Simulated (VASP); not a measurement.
```
CELL_PARAMETERS angstrom
      0.00000     3.12234     3.12234
      3.12234     0.00000     3.12234
      3.12234     3.12234     0.00000
ATOMIC_POSITIONS crystal
  Cd 0.00000 0.00000 0.00000
  Se 0.25000 0.25000 0.25000
```

All values below come from vdW-DF2, VASP's PBE PAW potentials (set 64) (plane waves; VASP). Settings: 520 eV cut-off, 10×10×10 Γ-centred mesh, first-order Methfessel-Paxton smearing of 0.10 eV, potentials Cd Se.

Task: Predict the energy per atom (σ→0), pressure, band gap (on the k-mesh) with the smallest direct gap where there is one.

Result: 
```yaml
band gap (on the k-mesh): 0.18 eV
smallest direct gap (on the k-mesh): 0.18 eV
energy per atom (σ→0): -0.106 eV/atom
pressure: 2.66 GPa
```

The absolute energy has meaning only against runs of the same code, potentials and settings.

The compound is CdSe in the zinc blende structure, whereas wurtzite is the usual form. This cell is one point of a volume scan, at 0.94 of the reference volume.
